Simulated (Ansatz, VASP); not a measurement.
**Cross-check of GaPt (GaPt (P2_13)) between VASP and Ansatz**

Wanted: the spread between two codes on one cell, functional and k mesh. The cell is taken from a series of runs on this material, whose earlier steps may have relaxed, scaled, displaced or heated it; both programs get it as it stands.

Program: Ansatz 0.2.0. Level of theory: plane waves, with VASP 6.6.1 beside it; relaxation of cell and atoms at r2SCAN. Results are calculated unless marked as measured.

### Step 1. The starting structure

It takes space group P2_13 (No. 198, cubic). The conventional cell has a = 4.922 Å, b = 4.922 Å, c = 4.922 Å, α = 90.00°, β = 90.00°, γ = 90.00°. Nearest to Ga lie 7 Pt at 2.60 to 2.67 Å. Pt has 7 Ga at 2.60 to 2.67 Å nearest. Farther neighbours are not listed.

Coordinates:

```xyz
8
Lattice="4.9219 0.0000 0.0000 0.0000 4.9219 0.0000 0.0000 0.0000 4.9219" Properties=species:S:1:pos:R:3 pbc="T T T"
Ga    0.4576    0.4576    0.4576
Ga    2.0033    4.4642    2.9186
Ga    4.4642    2.9186    2.0033
Ga    2.9186    2.0033    4.4642
Pt    1.9660    1.9660    1.9660
Pt    0.4950    2.9559    4.4269
Pt    2.9559    4.4269    0.4950
Pt    4.4269    0.4950    2.9559
```

### Step 2. VASP: relaxation of cell and atoms, r2SCAN

The relaxed volume is the usual yardstick between codes: in a stiff, nearly cubic crystal its relative difference is about their pressure difference at one cell divided by the bulk modulus.

Lines of VASP's logs that name or quote its potential files are left out, and so is its time.

INCAR reads:

```
SYSTEM = GaPt
PREC = Accurate
ENCUT = 550
EDIFF = 1E-07
NELM = 120
ISMEAR = -1
SIGMA = 0.05
LREAL = .FALSE.
ALGO = Normal
METAGGA = R2SCAN
LASPH = .TRUE.
NBANDS = 57
LORBIT = 11
LWAVE = .FALSE.
LCHARG = .FALSE.
ISIF = 3
IBRION = 2
NSW = 80
EDIFFG = -0.005
GGA_COMPAT = .FALSE.
NELMIN = 4
LMIXTAU = .TRUE.
KPAR = 2
```

POSCAR reads:

```
GaPt
1.0
    4.9218660000      0.0000000000      0.0000000000
    0.0000000000      4.9218660000      0.0000000000
    0.0000000000      0.0000000000      4.9218660000
Ga Pt
4 4
Direct
    0.0929779478      0.0929779478      0.0929779478
    0.4070220522      0.9070220522      0.5929779478
    0.9070220522      0.5929779478      0.4070220522
    0.5929779478      0.4070220522      0.9070220522
    0.3994336701      0.3994336701      0.3994336701
    0.1005663299      0.6005665331      0.8994336701
    0.6005665331      0.8994336701      0.1005663299
    0.8994336701      0.1005663299      0.6005665331
```

KPOINTS reads:

```
Automatic mesh
0
Gamma
8 8 8
0 0 0
```

The projector-augmented-wave data sets are Ga_d and Pt (PBE family, release 64).

Launch:

```bash
> mpirun -np 2 vasp_std
```

Numbers of over 12 decimals in the logs are rounded to 6 here.

Output:

```text
[banner, memory and clock lines left out]
running    2 mpi-ranks, on    1 nodes
 distrk:  each k-point on    1 cores,    2 groups
 distr:  one band on    1 cores,    1 groups

 POSCAR found type information on POSCAR GaPt
 POSCAR found :  2 types and       8 ions
|                                                                             |
|               ----> ADVICE to this user running VASP <----                  |
|                                                                             |
|     You enforced a specific xc type in the INCAR file but a different       |
|     [... a line on the potential file left out ...]
|     I HOPE YOU KNOW WHAT YOU ARE DOING!                                     |
|                                                                             |

 LDA part: xc-table for (None), standard interpolation
 POSCAR, INCAR and KPOINTS ok, starting setup
 FFT: planning ... GRIDC
 FFT: planning ... GRID_SOFT
 FFT: planning ... GRID
 WAVECAR not read
 entering main loop
       N       E                     dE             d eps       ncg     rms          rms(c)
DAV:   1     0.884702425070E+03    0.88470E+03   -0.42273E+04  5835   0.305E+03
DAV:   2    -0.721461983925E+02   -0.95685E+03   -0.90877E+03  5202   0.834E+02
DAV:   3    -0.263073016524E+03   -0.19093E+03   -0.17880E+03  5746   0.231E+02
DAV:   4    -0.274964622401E+03   -0.11892E+02   -0.11591E+02  6101   0.596E+01
DAV:   5    -0.275391379100E+03   -0.42676E+00   -0.42605E+00  7020   0.115E+01    0.202E+01
DAV:   6    -0.259271720615E+03    0.16120E+02   -0.11693E+01  5728   0.205E+01    0.967E+00
DAV:   7    -0.256164910640E+03    0.31068E+01   -0.10105E+00  6444   0.666E+00    0.447E+00
DAV:   8    -0.257057660614E+03   -0.89275E+00   -0.11872E+00  5513   0.549E+00    0.256E+00
DAV:   9    -0.257082713181E+03   -0.25053E-01   -0.33740E-01  5545   0.358E+00    0.753E-01
DAV:  10    -0.257195417796E+03   -0.11270E+00   -0.55569E-02  5584   0.127E+00    0.369E-01
DAV:  11    -0.257089673405E+03    0.10574E+00   -0.11315E-01  5500   0.171E+00    0.301E-01
DAV:  12    -0.257197791104E+03   -0.10812E+00   -0.45952E-02  5298   0.107E+00    0.190E-01
DAV:  13    -0.257204902778E+03   -0.71117E-02   -0.26703E-03  5698   0.275E-01    0.480E-02
DAV:  14    -0.257207465687E+03   -0.25629E-02   -0.13039E-03  5714   0.174E-01    0.206E-02
DAV:  15    -0.257207470731E+03   -0.50440E-05   -0.98411E-05  5810   0.522E-02    0.122E-02
DAV:  16    -0.257207522187E+03   -0.51456E-04   -0.47086E-05  5690   0.327E-02    0.409E-03
DAV:  17    -0.257207525903E+03   -0.37158E-05   -0.60943E-06  5675   0.152E-02    0.192E-03
DAV:  18    -0.257207527692E+03   -0.17886E-05   -0.14882E-06  5552   0.896E-03    0.164E-03
DAV:  19    -0.257207528865E+03   -0.11732E-05   -0.30247E-07  4650   0.382E-03    0.157E-03
DAV:  20    -0.257207529069E+03   -0.20440E-06   -0.72758E-08  3012   0.184E-03    0.127E-03
DAV:  21    -0.257207529194E+03   -0.12471E-06   -0.46839E-08  2796   0.123E-03    0.454E-04
DAV:  22    -0.257207529310E+03   -0.11555E-06   -0.27445E-08  2709   0.111E-03    0.629E-05
DAV:  23    -0.257207529280E+03    0.29504E-07   -0.10525E-08  2679   0.631E-04
   1 F= -.25720753E+03 E0= -.25720028E+03  d E =-.257208E+03
[... from here on, the cycles between the ionic steps are left out ...]
   2 F= -.25720756E+03 E0= -.25720030E+03  d E =-.267213E-04
   3 F= -.25720757E+03 E0= -.25720033E+03  d E =-.415442E-04
   4 F= -.25720760E+03 E0= -.25720036E+03  d E =-.270203E-04
   5 F= -.25720760E+03 E0= -.25720036E+03  d E =-.298241E-04
   6 F= -.25720761E+03 E0= -.25720037E+03  d E =-.346422E-04
   7 F= -.25720761E+03 E0= -.25720038E+03  d E =-.421004E-04
   8 F= -.25720762E+03 E0= -.25720038E+03  d E =-.265044E-05
 ZBRENT: can't locate minimum, use default step
 trial-energy change:   -0.000003  1 .order   -0.000003   -0.000003   -0.000003
 step:   1.2609(harm=  3.2372)  dis= 0.00020  next Energy=  -257.207630 (dE=-0.167E-04)
 bond charge predicted
       N       E                     dE             d eps       ncg     rms          rms(c)
DAV:   1    -0.257207611210E+03    0.44313E-05   -0.24198E-03  5516   0.200E-01    0.483E-03
DAV:   2    -0.257207621178E+03   -0.99679E-05   -0.79735E-05  7334   0.479E-02    0.265E-03
DAV:   3    -0.257207621459E+03   -0.28087E-06   -0.38779E-06  6492   0.919E-03    0.228E-03
DAV:   4    -0.257207621168E+03    0.29031E-06   -0.92778E-08  3197   0.205E-03    0.158E-03
DAV:   5    -0.257207620979E+03    0.18976E-06   -0.33873E-07  4324   0.279E-03    0.359E-04
DAV:   6    -0.257207620930E+03    0.49031E-07   -0.57890E-08  2659   0.153E-03
   9 F= -.25720762E+03 E0= -.25720038E+03  d E =-.800495E-05
 curvature:  -1.05 expect dE=-0.223E-05 dE for cont linesearch -0.203E-05
 trial: gam=-0.24633 g(F)=  0.208E-05 g(S)=  0.526E-07 ort = 0.488E-05 (trialstep = 0.504E+00)
 search vector abs. value=  0.474E-06
 reached required accuracy - stopping structural energy minimisation
```

Parts of OUTCAR (step 2):

```text
ion  position               nearest neighbor table
   1  0.093  0.093  0.093-   6 2.60   7 2.60   8 2.60   5 2.61   7 2.67   6 2.67   8 2.67
   2  0.407  0.907  0.593-   5 2.60   8 2.60   7 2.60   6 2.61   5 2.67   8 2.67   7 2.67
   3  0.907  0.593  0.407-   5 2.60   6 2.60   8 2.60   7 2.61   5 2.67   6 2.67   8 2.67
   4  0.593  0.407  0.907-   5 2.60   7 2.60   6 2.60   8 2.61   5 2.67   7 2.67   6 2.67
   5  0.399  0.399  0.399-   2 2.60   3 2.60   4 2.60   1 2.61   2 2.67   4 2.67   3 2.67   8 3.03
                             8 3.03   6 3.03   6 3.03   7 3.03   7 3.03
   6  0.101  0.601  0.899-   1 2.60   3 2.60   4 2.60   2 2.61   3 2.67   4 2.67   1 2.67   7 3.03
                             8 3.03   5 3.03   5 3.03   8 3.03   7 3.03
   7  0.601  0.899  0.101-   1 2.60   4 2.60   2 2.60   3 2.61   4 2.67   2 2.67   1 2.67   6 3.03
                             8 3.03   5 3.03   5 3.03   8 3.03   6 3.03
   8  0.899  0.101  0.601-   1 2.60   2 2.60   3 2.60   4 2.61   2 2.67   3 2.67   1 2.67   6 3.03
                             7 3.03   5 3.03   5 3.03   6 3.03   7 3.03

  LATTYP: Found a simple cubic cell.
 ALAT       =     4.9218660000

 Subroutine GETGRP returns: Found 12 space group operations
 (whereof  3 operations were pure point group operations)

The static configuration has the point symmetry C_3 .
 The point group associated with its full space group is T   .

 Found     45 irreducible k-points:

   k-points           NKPTS =     45   k-points in BZ     NKDIM =     45   number of bands    NBANDS=     57

   dimension x,y,z NGX =    40 NGY =   40 NGZ =   40
   dimension x,y,z NGXF=    80 NGYF=   80 NGZF=   80

   ENCUT  =  550.0 eV  40.42 Ry    6.36 a.u.   9.41  9.41  9.41*2*pi/ulx,y,z

   NELECT =      92.0000    total number of electrons

 k-points in reciprocal lattice and weights: Automatic mesh
   0.00000000  0.00000000  0.00000000       0.002
   0.12500000  0.00000000  0.00000000       0.012
   0.25000000  0.00000000  0.00000000       0.012
   0.37500000  0.00000000  0.00000000       0.012
   0.50000000  0.00000000  0.00000000       0.006
   0.12500000  0.12500000  0.00000000       0.023
   0.25000000  0.12500000  0.00000000       0.023
  -0.12500000  0.25000000  0.00000000       0.023
   0.37500000  0.12500000  0.00000000       0.023
[...]
0.50000000  0.50000000  0.37500000       0.012
   0.50000000  0.50000000  0.50000000       0.002

 average (electrostatic) potential at core
       1 -65.7336       2 -65.7336       3 -65.7336       4 -65.7336       5 -70.0658
       6 -70.0658       7 -70.0658       8 -70.0658

 E-fermi :   9.4963

 k-point     1 :       0.0000    0.0000    0.0000
  band No.  band energies     occupation
    ...
     43       7.9308      2.00000
     44       7.9308      2.00000
     45       9.2852      1.97105
     46       9.2852      1.97105
     47       9.2852      1.97105
     48      12.9940      0.00000
     49      12.9940      0.00000
     50      12.9940      0.00000
     51      14.1403      0.00000
     52      14.1403      0.00000
    ...

 k-point     2 :       0.1250    0.0000    0.0000
  band No.  band energies     occupation
    ...
     42       7.4867      2.00000
     43       7.8495      2.00000
     44       8.3316      2.00000
     45       8.9831      1.99993
     46       9.2063      1.99396
     47      10.1131      0.00001
     48      12.3127      0.00000
     49      12.6145      0.00000
     50      13.0479      0.00000
     51      13.3942      0.00000
    ...

 k-point     3 :       0.2500    0.0000    0.0000
  band No.  band energies     occupation
    ...
     42       7.2746      2.00000
     43       7.8949      2.00000
     44       8.0945      2.00000
     45       8.9716      1.99994
     46       9.1263      1.99878
     47      11.1735      0.00000
     48      11.7286      0.00000
     49      11.9016      0.00000
     50      12.4730      0.00000
     51      12.5271      0.00000
    ...

  Total        0.0017058      0.0017058      0.0017058      0.0000000     -0.0000000      0.0000000
  in kB        0.0229168      0.0229168      0.0229168      0.0000000     -0.0000000      0.0000000
  external PRESSURE =       0.0229168 kB  Pullay stress =       0.0000000 kB

  energy-cutoff  :      550.00
  volume of cell :      119.26
      direct lattice vectors                 reciprocal lattice vectors
     4.922218626  0.000000000 -0.000000000     0.203160419  0.000000000  0.000000000
    -0.000000000  4.922218626  0.000000000    -0.000000000  0.203160419  0.000000000
    -0.000000000 -0.000000000  4.922218626     0.000000000 -0.000000000  0.203160419

 POSITION                                       TOTAL-FORCE (eV/Angst)
 -----------------------------------------------------------------------------------
      0.45702      0.45702      0.45702         0.001682      0.001682      0.001682
      2.00409      4.46519      2.91813        -0.001682     -0.001682      0.001682
      4.46519      2.91813      2.00409        -0.001682      0.001682     -0.001682
      2.91813      2.00409      4.46519         0.001682     -0.001682     -0.001682
      1.96402      1.96402      1.96402        -0.000876     -0.000876     -0.000876
      0.49709      2.95820      4.42513         0.000876      0.000876     -0.000876
      2.95820      4.42513      0.49709         0.000876     -0.000876      0.000876
      4.42513      0.49709      2.95820        -0.000876      0.000876      0.000876
 -----------------------------------------------------------------------------------
    total drift:                               -0.000165     -0.000166     -0.000166

  FREE ENERGIE OF THE ION-ELECTRON SYSTEM (eV)
  ---------------------------------------------------
  free  energy   TOTEN  =      -257.2076209296 eV

  energy  without entropy=     -257.1931386545  energy(sigma->0) =     -257.20037979

 reached required accuracy - stopping structural energy minimisation

 total charge
# of ion       s       p       d       tot
------------------------------------------
    1        0.808   0.777  10.054  11.639
    2        0.808   0.777  10.054  11.639
    3        0.808   0.777  10.054  11.639
    4        0.808   0.777  10.054  11.639
    5        0.624   0.600   8.184   9.407
    6        0.624   0.600   8.184   9.407
    7        0.624   0.600   8.184   9.407
    8        0.624   0.600   8.184   9.407
--------------------------------------------------
tot          5.725   5.506  72.951  84.183

[... 3 further parts left out ...]
```

[end of part 1 of 2]

[Lines on the potential files, build, host, timing and source positions are cut from VASP's logs without a mark.]

[Logs are printed without paths, hosts, clocks, repeated set-up lines and the standing remarks that a program may print on its own settings, such as how far it seeks lower states.]

[Hosts, paths, dates, database ids (printed as entryN), source tags and the programs' standing remarks are cut or masked in the printed files.]
